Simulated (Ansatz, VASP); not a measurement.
# AlNi3: VASP beside Ansatz

Aim: how closely do two programs agree when they are given the same cell, functional and k mesh? The cell is taken from a series of runs on this material, whose earlier steps may have relaxed, scaled, displaced or heated it; both programs get it as it stands.

Program: Ansatz 0.2.0. Level of theory: plane waves, with VASP 6.6.1 beside it; single point at r2SCAN. Results are calculated unless marked as measured.

## 1. Set-up

It takes space group Pm-3m (No. 221, cubic). The conventional cell has a = 3.523 Å, b = 3.523 Å, c = 3.523 Å, α = 90.00°, β = 90.00°, γ = 90.00°. Nearest to Al lie 12 Ni at 2.49 Å. Nearest to Ni lie 8 Ni at 2.49 Å and 4 Al at 2.49 Å. Nearest to Ni lie 8 Ni at 2.49 Å and 4 Al at 2.49 Å. Farther neighbours are not listed.

Structure file:

```cif
data_structure
_symmetry_space_group_name_H-M 'Pm-3m'
_symmetry_Int_Tables_number 221
_cell_length_a 3.5231
_cell_length_b 3.5231
_cell_length_c 3.5231
_cell_angle_alpha 90.000
_cell_angle_beta 90.000
_cell_angle_gamma 90.000
_cell_volume 43.73
loop_
_atom_site_label
_atom_site_type_symbol
_atom_site_symmetry_multiplicity
_atom_site_Wyckoff_symbol
_atom_site_fract_x
_atom_site_fract_y
_atom_site_fract_z
_atom_site_occupancy
Al1 Al 1 a 0.00000 0.00000 0.00000 1
Ni1 Ni 3 c 0.00000 0.50000 0.50000 1
```

## 2. Ansatz: single point, r2SCAN

Ansatz runs on its default PAW (the set named soft_2) files.

With cell and atoms fixed, the geometry can't cause a difference; cores, projectors, grids and the points listed under the comparison can.

File input.yaml:

```yaml
crystal:
  lattice:
    - [3.523054727, 0.0, 0.0]
    - [0.0, 3.523054727, 0.0]
    - [0.0, 0.0, 7.046109454]
  atoms:
    - { symbol: Al, position: [0.0, 0.0, 0.0] }
    - { symbol: Al, position: [0.0, 0.0, 0.5] }
    - { symbol: Ni, position: [0.0, 0.5, 0.25], spin: 1.0 }
    - { symbol: Ni, position: [0.0, 0.5, 0.75], spin: -1.0 }
    - { symbol: Ni, position: [0.5, 0.0, 0.25], spin: 1.0 }
    - { symbol: Ni, position: [0.5, 0.0, 0.75], spin: -1.0 }
    - { symbol: Ni, position: [0.5, 0.5, 0.0], spin: 1.0 }
    - { symbol: Ni, position: [0.5, 0.5, 0.5], spin: -1.0 }
magnetization:
  spin_polarized: true
kpoints:
  mp_grid: { grid: [11, 11, 6] }
hamiltonian:
  xc: r2scan
scf:
  occupations: { method: fermi_dirac, width: 0.1 }
output:
  eigenvalues: true
```

On the command line:

```console
> ansatz run input.yaml --threads 4 --pin off --max-ram 8192MiB --backend cpu --events-out ev --progress --plain --runs-dir out
```

Numbers of over 12 decimals in the logs are rounded to 6 here.

What it wrote:

```text
Engine: ansatz 0.2.0, x86_64-unknown-linux-gnu
Pseudopotentials: kind: paw
Pseudopotential: Al, paw, valence charge 3, recommended cutoff 500 eV (meta_gga), Al.paw.azcp
Pseudopotential: Ni, paw, valence charge 18, recommended cutoff 500 eV (meta_gga), Ni.paw.azcp
Functional definition: r2SCAN
  parameter k0 = 0.174
  parameter k1 = 0.065
  parameter a1 = 4.9479
  exchange = r2scan_x(k0 = k0, k1 = k1, a1 = a1)
  correlation = r2scan_c
Crystal: 8 atoms, lattice volume = 87.456 Å³
Basis set: ecut = 500 eV, 2281 PW (Γ), exchange–correlation on 108×108×216 points (64 copies of the dense FFT grid, shifted against one another)
Bands: 72, of which v1, the nominal top of the filled ones, is band 57 counted from 1 (56 counted from 0)
Symmetry: 8 space group operations
Space group: P4mm (ITA 99), of the structure as read, at distance tolerance 4.4e-5 Å
Magnetic group: BNS 99.168 (UNI 828), of the structure as read, at distance tolerance 4.4e-5 Å
k-points: 84 of 726 (time reversal used)
Non-local potential: Al, projectors of the file, l = 0: 2, l = 1: 2, l = 2: 1
Non-local potential: Ni, projectors of the file, l = 0: 3, l = 1: 2, l = 2: 3, l = 3: 1
PAW form: soft (Blöchl's): semilocal exchange-correlation on the pseudo side does not see the compensation charge
PAW frozen core: Al, regenerated for the run's functional (the file was generated under x = pbe(κ = 0.804, μ = 0.219515), c = pbe(β = 0.066725))
PAW frozen core: Ni, regenerated for the run's functional (the file was generated under x = pbe(κ = 0.804, μ = 0.219515), c = pbe(β = 0.066725))
PAW one-centre angular grid: Al, 302 points (default); XC on 160 Gauss nodes
PAW one-centre angular grid: Ni, 590 points (default); XC on 160 Gauss nodes
Initial density: superposition of atomic densities (chi_scale 0.1, normalization cell)
Starting moments: Σ|m| = 6 μB on 6 of 8 sites
Starting magnetic order: antiferromagnet; a translation exchanges its spin sublattices: spin-degenerate at every k-point
Initial wavefunctions: pseudopotential atomic-orbital guess
Functional: x = r2scan, c = r2scan; τ floored in thin density (d = 2e-4 eV/Å³)
iter 1 solved again at ethr=2.15e-3 eV; its pass at ethr=3.10e-3 eV (dr2=2.46e0 eV) is discarded
SCF iter   1: F=—  HF=-36149.125498 eV  |F-HF|=—  |Δ(HF+E_count)|=         —  Δρ=3.78e-2 (↑3.78e-2 ↓3.78e-2)  dr2=2.21e0  dr2_τ=4.46e-2  dr2_m=2.69e-1  M=0.000 μB ∫|m|=4.921 μB  β_m=0.30  ethr=2.15e-3  ⟨swp⟩=3.6  Hψ=34086  notcnv=0
Mixer restart at iter 1: flushing history
preconditioner: auto → Kerker (q_TF=auto, 2.852 Å⁻¹)  [metal: Δε(μ)=0.008 eV  Ē_g=8.598 eV  σ=0.100 eV  W_gap=0.02  n_scr=38 (ndim 8)  ℏωp=32.3 eV  f_vac=0.000  D(μ)=8.54/eV (n_scr^D=116)]
spin=Collinear: Kerker preconditioning applied to the charge; magnetization (m = ρ↑ − ρ↓) channel mixes plain (no charge-response kernel on spin).
SCF iter   2: F=—  HF=-36148.408699 eV  |F-HF|=—  |Δ(HF+E_count)|=   7.17e-1  Δρ=2.61e-2 (↑2.61e-2 ↓2.61e-2)  dr2=6.99e-1  dr2_τ=6.75e-3  dr2_m=2.75e-1  M=0.000 μB ∫|m|=4.570 μB  β_m=0.30  ethr=1.94e-3  ⟨swp⟩=3.8  Hψ=11502  notcnv=0  defer=292  κ⁻¹=1.0e0(r=1)
SCF iter   3: F=—  HF=-36150.532634 eV  |F-HF|=—  |Δ(HF+E_count)|=    2.12e0  Δρ=2.69e-2 (↑2.69e-2 ↓2.69e-2)  dr2=8.06e-1  dr2_τ=3.57e-3  dr2_m=3.24e-1  M=0.000 μB ∫|m|=4.325 μB  β_m=0.30  ethr=6.13e-4  ⟨swp⟩=2.0  Hψ=7702  notcnv=0  defer=362  κ⁻¹=5.6e-3(r=2)
SCF iter   4: F=—  HF=-36151.145274 eV  |F-HF|=—  |Δ(HF+E_count)|=   6.13e-1  Δρ=2.65e-2 (↑2.65e-2 ↓2.65e-2)  dr2=7.84e-1  dr2_τ=3.27e-3  dr2_m=3.28e-1  M=0.000 μB ∫|m|=4.237 μB  β_m=0.30  ethr=6.13e-4  ⟨swp⟩=2.0  Hψ=7215  notcnv=0  defer=361  κ⁻¹=1.2e-4(r=3)
SCF iter   5: F=—  HF=-36155.188599 eV  |F-HF|=—  |Δ(HF+E_count)|=    4.04e0  Δρ=1.74e-2 (↑1.74e-2 ↓1.74e-2)  dr2=2.48e-1  dr2_τ=1.21e-3  dr2_m=2.03e-1  M=0.000 μB ∫|m|=3.078 μB  β_m=0.30  ethr=6.13e-4  ⟨swp⟩=3.0  Hψ=10474  notcnv=0  defer=361  κ⁻¹=3.2e-5(r=4)
SCF iter   6: F=—  HF=-36155.960288 eV  |F-HF|=—  |Δ(HF+E_count)|=         —  Δρ=1.47e-2 (↑1.47e-2 ↓1.47e-2)  dr2=2.58e-1  dr2_τ=9.62e-4  dr2_m=8.01e-2  M=0.000 μB ∫|m|=1.429 μB  β_m=0.30  ethr=2.17e-4  ⟨swp⟩=3.0  Hψ=11866  notcnv=0  defer=383
Mixer restart at iter 6: flushing history
SCF iter   7: F=—  HF=-36155.958595 eV  |F-HF|=—  |Δ(HF+E_count)|=   1.69e-3  Δρ=1.21e-2 (↑1.21e-2 ↓1.21e-2)  dr2=1.50e-1  dr2_τ=1.04e-3  dr2_m=6.74e-2  M=0.000 μB ∫|m|=1.325 μB  β_m=0.30  ethr=2.17e-4  ⟨swp⟩=1.2  Hψ=6594  notcnv=0  defer=383  κ⁻¹=1.0e0(r=1)
[...]
iter 1 solved again at ethr=1.43e-12 eV; its pass at ethr=8.77e-7 eV (dr2=1.63e-9 eV) is discarded
SCF iter   1: F=—  HF=-36155.945083 eV  |F-HF|=—  |Δ(HF+E_count)|=         —  Δρ=8.77e-7 (↑8.77e-7 ↓8.77e-7)  dr2=1.63e-9  dr2_τ=5.35e-12  dr2_m=7.75e-11  M=0.000 μB ∫|m|=0.000 μB  ethr=1.43e-12  ⟨swp⟩=1.0  Hψ=46566  notcnv=0
preconditioner: auto → Kerker (q_TF=auto, 2.852 Å⁻¹)  [metal: Δε(μ)=0.006 eV  Ē_g=8.861 eV  σ=0.100 eV  W_gap=0.01  n_scr=38 (ndim 8)  ℏωp=32.3 eV  f_vac=0.003  D(μ)=8.42/eV (n_scr^D=116)]
spin=Collinear: Kerker preconditioning applied to the charge; magnetization (m = ρ↑ − ρ↓) channel mixes plain (no charge-response kernel on spin).
SCF iter   2: F=—  HF=-36156.021207 eV  |F-HF|=—  |Δ(HF+E_count)|=   7.61e-2  Δρ=3.37e-3 (↑3.07e-3 ↓3.37e-3)  dr2=1.11e-4  dr2_τ=4.37e-5  dr2_m=8.26e-3  M=-1.638 μB ∫|m|=2.252 μB  ethr=8.77e-7  ⟨swp⟩=2.0  Hψ=62042  notcnv=0
SCF iter   3: F=—  HF=-36156.028542 eV  |F-HF|=—  |Δ(HF+E_count)|=   7.34e-3  Δρ=3.41e-4 (↑3.41e-4 ↓1.37e-4)  dr2=8.84e-5  dr2_τ=4.92e-7  dr2_m=1.66e-5  M=-1.721 μB ∫|m|=2.556 μB  ethr=8.77e-7  ⟨swp⟩=2.0  Hψ=36998  notcnv=0
SCF iter   4: F=—  HF=-36156.028574 eV  |F-HF|=—  |Δ(HF+E_count)|=   3.11e-5  Δρ=1.31e-5 (↑1.31e-5 ↓9.10e-6)  dr2=1.20e-7  dr2_τ=3.14e-9  dr2_m=5.68e-8  M=-1.722 μB ∫|m|=2.561 μB  ethr=1.58e-7  ⟨swp⟩=1.9  Hψ=27018  notcnv=0
SCF iter   5: F=-36156.028574 eV  HF=-36156.028574 eV  |F-HF|=6.84e-9  |Δ(HF+E_count)|=   2.86e-7  Δρ=2.70e-6 (↑2.70e-6 ↓1.36e-6)  dr2=6.47e-9  dr2_τ=3.42e-11  dr2_m=6.99e-10  M=-1.722 μB ∫|m|=2.561 μB  ethr=8.77e-11  ⟨swp⟩=2.1  Hψ=38629  notcnv=0
SCF iter   6: F=-36156.028574 eV  HF=-36156.028574 eV  |F-HF|=6.88e-9  |Δ(HF+E_count)|=  2.18e-11  Δρ=2.71e-6 (↑2.71e-6 ↓1.37e-6)  dr2=6.50e-9  dr2_τ=3.49e-11  dr2_m=7.05e-10  M=-1.722 μB ∫|m|=2.561 μB  ethr=5.68e-12  ⟨swp⟩=1.9  Hψ=48057  notcnv=0
SCF 2 converged in 6 iterations: F = -36156.028574 eV  dr2 = 6.50e-9
  greatest PAW one-centre occupation: 1.001 electrons in one spin orbital (limit 2), on the Ni atom at site 4 (counted from 0), in its partial waves of l = 1
the translation (0, 0, 0.5) carries every atom to within crystal.symmetry.tolerance of an atom of its element with the starting moment reversed, but both spin channels are solved: the run starts from a saved state that isn't shown to keep it, or this solve from the single point that its walk made first
iter 1 solved again at ethr=5.70e-12 eV; its pass at ethr=3.10e-3 eV (dr2=6.50e-9 eV) is discarded
SCF iter   1: F=-36156.028574 eV  HF=-36156.028574 eV  |F-HF|=6.89e-9  |Δ(HF+E_count)|=         —  Δρ=2.71e-6 (↑2.71e-6 ↓1.36e-6)  dr2=6.49e-9  dr2_τ=3.49e-11  dr2_m=7.05e-10  M=-1.722 μB ∫|m|=2.561 μB  β_m=1.20  ethr=5.70e-12  ⟨swp⟩=1.3  Hψ=34558  notcnv=0
preconditioner: auto → Kerker (q_TF=auto, 2.852 Å⁻¹)  [metal: Δε(μ)=0.002 eV  Ē_g=8.847 eV  σ=0.100 eV  W_gap=0.00  n_scr=38 (ndim 8)  ℏωp=32.3 eV  f_vac=0.003  D(μ)=4.61/eV (n_scr^D=38)]
spin=Collinear: Kerker preconditioning applied to the charge; magnetization (m = ρ↑ − ρ↓) channel mixes plain (no charge-response kernel on spin).
SCF iter   2: F=-36156.028574 eV  HF=-36156.028574 eV  |F-HF|=2.84e-10  |Δ(HF+E_count)|=  5.09e-11  Δρ=7.91e-7 (↑7.91e-7 ↓5.31e-7)  dr2=9.90e-10  dr2_τ=1.23e-11  dr2_m=4.63e-11  M=-1.722 μB ∫|m|=2.561 μB  ethr=5.70e-12  ⟨swp⟩=6.1  Hψ=41421  notcnv=0
SCF 3 converged in 2 iterations: F = -36156.028574 eV  dr2 = 9.90e-10
  greatest PAW one-centre occupation: 1.001 electrons in one spin orbital (limit 2), on the Ni atom at site 5 (counted from 0), in its partial waves of l = 1
WARN: the starting moments were not kept: 3 of 6 ended reversed and 3 kept their direction, counting a site from 0.1 of the cell's largest site moment. The largest reversed, site 2 (counted from 0, in the order of the report's site_moments_mub), started with +1.0 μB and closes at -3.4e-1 μB in its sphere. The starting moments cancel, and the net magnetisation is 1.8e0 μB in size, over 0.1 of its absolute magnetisatio [...]
SCF converged after 2 iterations
Magnetization: -1.7218 μB (56.1391 up, 57.8609 down)
Absolute magnetization: 2.5614 μB (∫|ρ↑−ρ↓|, with the PAW one-centre terms)
Spin contamination: 0.0963 ħ² per cell (⟨S²⟩ above its minimum at these occupations)
Per-site moments (μB) at R_I (Å): [(0.030535, 1.027610), (0.030535, 1.027610), (-0.344514, 1.027610), (-0.344514, 1.027610), (-0.344514, 1.027610), (-0.344514, 1.027610), (-0.344437, 1.027610), (-0.344437, 1.027610)]
Free energy (F): -36156.028574 eV
Harris-Foulkes:  -36156.028574 eV  (|F-HF|=2.84e-10)
Internal energy: -36155.872908 eV  (E = F + TS)
E sigma→0 (E₀):  -36155.950741 eV
Entropy (-TS):   -0.155666 eV (-19.458 meV/atom)
Fermi energy:    16.349680 eV
--- Per-component energies (eV) ---
  E_band       = -1958.377273
  E_kinetic    = 1755.739315
  E_local      = -23774.998775  (includes V_loc(G=0)·N_el)
  E_nonlocal   = 3861.395444
  E_hartree    = 10147.992499
  E_xc         = -552.189461
  E_vxc        = -774.732648  (∫ρ·V_xc dr)
  E_paw        = -10815.533596  (= ΣΔE_a)
  E_vpaw       = -3378.066573  (= ΣTr[D̂ρ^β])
  E_aug_tail   = 0.001375  (compensation charges beyond the density's cutoff)
  E_vtau       = 56.304580  (kinetic-family band-sum trace: ∫τ·v_τ [+ j·A + Jᵃ·Aᵃ] dr)
  E_ewald      = -16776.359082
  E_core_change = -1.920628  (= ΣΔE_core)
  E_smearing   = -0.155666  (= −TS)
  E_closure    = 0.000000  (closes the sum)
  Σ components = -36156.028574   (vs F -36156.028574, Δ=0.00e0)
--- Band table (eV; the first three rows and the last of 168) ---
  k-point 0 ↑: bands = [... 53 lower, 16.8680, 16.8680, 16.8683, 16.8696, 16.9995, 16.9995, 16.9995, 22.1516, ... 11 higher]
  k-point 1 ↑: bands = [... 53 lower, 16.4598, 16.4598, 16.6625, 16.8684, 16.8696, 17.5336, 17.5336, 21.0588, ... 11 higher]
  k-point 2 ↑: bands = [... 53 lower, 16.1009, 16.1009, 16.2154, 16.8686, 16.8693, 18.2506, 18.2506, 20.0209, ... 11 higher]
  k-point 83 ↓: bands = [... 53 lower, 15.2782, 15.4677, 15.4677, 15.5755, 15.5755, 16.6240, 16.6240, 16.8098, ... 11 higher]
```

(Continued in part 2 of 2.)

[Lines on the potential files, build, host, timing and source positions are cut from VASP's logs without a mark.]

[Logs are printed without paths, hosts, clocks, repeated set-up lines and the standing remarks that a program may print on its own settings, such as how far it seeks lower states.]

[Hosts, paths, dates, database ids (printed as entryN), source tags and the programs' standing remarks are cut or masked in the printed files.]
